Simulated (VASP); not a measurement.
Data:

```yaml
crystal:
  lattice:
    - [7.56348, 0.00000, 0.00000]
    - [-3.78174, 6.55016, 0.00000]
    - [0.00000, 0.00000, 2.88951]
  atoms:
    - { symbol: Si, position: [0.23108, 0.82495, 0.75000] }
    - { symbol: Si, position: [0.76892, 0.17505, 0.25000] }
    - { symbol: Si, position: [0.40613, 0.23108, 0.25000] }
    - { symbol: Si, position: [0.59387, 0.76892, 0.75000] }
    - { symbol: Si, position: [0.17505, 0.40613, 0.75000] }
    - { symbol: Si, position: [0.82495, 0.59387, 0.25000] }
    - { symbol: N, position: [0.33333, 0.66667, 0.75000] }
    - { symbol: N, position: [0.66667, 0.33333, 0.25000] }
    - { symbol: N, position: [0.96919, 0.66985, 0.75000] }
    - { symbol: N, position: [0.03081, 0.33015, 0.25000] }
    - { symbol: N, position: [0.29934, 0.96919, 0.25000] }
    - { symbol: N, position: [0.70066, 0.03081, 0.75000] }
    - { symbol: N, position: [0.33015, 0.29934, 0.75000] }
    - { symbol: N, position: [0.66985, 0.70066, 0.25000] }
```

Computed with PBE GGA, VASP's PBE PAW potentials (set 64) (plane waves; VASP). Run with LREAL = Auto, 400 eV cut-off, 5×5×11 Γ-centred mesh, Gaussian smearing of 0.010 eV, potentials Si N.

At this cut-off the stress carries a Pulay error, which pulls relaxed volumes low.

Q: Give the force on each atom (eV/Å).

A: 
| atom | Fx | Fy | Fz |
|---|---|---|---|
| Si1 | 0.012 | 0.064 | 0.000 |
| Si2 | -0.012 | -0.064 | 0.000 |
| Si3 | -0.049 | 0.042 | 0.000 |
| Si4 | 0.049 | -0.042 | 0.000 |
| Si5 | -0.061 | -0.022 | 0.000 |
| Si6 | 0.061 | 0.022 | 0.000 |
| N7 | 0.000 | 0.000 | 0.000 |
| N8 | 0.000 | 0.000 | 0.000 |
| N9 | 0.033 | 0.017 | 0.000 |
| N10 | -0.033 | -0.017 | 0.000 |
| N11 | 0.001 | 0.037 | 0.000 |
| N12 | -0.001 | -0.037 | 0.000 |
| N13 | -0.031 | 0.020 | 0.000 |
| N14 | 0.031 | -0.020 | 0.000 |

Q: Give the stress tensor in GPa (positive for a compressed cell).

A: 
```
5.56  0.00  0.00
0.00  5.56  0.00
0.00  0.00  6.01
```
The pressure is its mean diagonal, 5.71 GPa.

The structure comes from a computed database's Si3N4 entry; how it stands against other phases isn't given here. The cell was not relaxed at this level.
